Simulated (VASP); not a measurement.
**Tb (hcp): computed properties**

The numbers are results of r2SCAN meta-GGA, VASP's PBE PAW potentials (set 64) (plane waves; VASP), not measurements.

| Quantity | Value |
|---|---|
| space group | P6_3/mmc (194) |
| cell | a = 3.671 Å, b = 3.671 Å, c = 5.604 Å, α = 90.00°, β = 90.00°, γ = 120.00° |
| volume per atom | 32.71 Å³/atom |
| band gap (over mesh and band path) | none (metal, semimetal or under 0.01 eV) |
| band gap with spin-orbit coupling | none (metallic) |
| density | 8.07 g/cm³ |

```xyz
2
Lattice="1.8357 -3.1795 0.0000 1.8357 3.1795 0.0000 0.0000 0.0000 5.6037" Properties=species:S:1:pos:R:3 pbc="T T T"
Tb     1.8357     1.0598     1.4009
Tb     1.8357    -1.0598     4.2027
```

Measured: a 3.606 Å at 293 K (computed value off by +1.8 %), c 5.697 Å at 293 K (computed value off by -1.6 %), as given by Wikipedia, Terbium (infobox). The calculation is for a static lattice, while the measured a, c hold thermal and zero-point effects, which are part of the difference. The 4f electrons are frozen in the core of the lanthanide potential, so 4f levels, which can set the real gap, and their magnetism are missing.

The compound is Tb in the hcp structure. It was relaxed first. Symmetry was kept, so distortions that lower it aren't found.
